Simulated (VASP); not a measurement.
A run of VASP 6.6.1 is set up as follows.

INCAR

```
SYSTEM = Si
ALGO = Fast ; EDIFF = 1E-7
ENCUT = 520 ; GGA = CA
ISIF = 2 ; ISMEAR = 0
LASPH = .TRUE. ; LCHARG = .FALSE.
LREAL = .FALSE. ; LWAVE = .FALSE.
NBANDS = 11 ; NELM = 100
PREC = Accurate ; SIGMA = 0.02
```

File KPOINTS:

```
k-points
0
G
  10 10 10
  0 0 0
```

The input POSCAR:

```
Si
1.0
    0.0000000000      2.7118476822      2.6945610038
    2.7118476822      0.0000000000      2.6945610038
    2.7118476822      2.7118476822      0.0000000000
Si
2
Direct
    0.0000000000      0.0000000000      0.0000000000
    0.2500000000      0.2500000000      0.2500000000
```

Potentials or basis: VASP PAW LDA potentials, release 64 (Si).

Run with:

```bash
$ cat potpaw_LDA.64/Si/POTCAR > POTCAR
$ mpirun -np 1 vasp_std > vasp.out
```

Q: What does it give for the band gap on the k mesh?

A: 0.39 eV, indirect (least direct gap 2.48 eV).

Q: What does it give for the pressure?

A: -0.5 GPa.

Stress tensor (GPa, compression positive):
```
-0.71  0.00  0.00
 0.00 -0.71  0.00
 0.00  0.00 -0.09
```

A k mesh can miss the band edges.
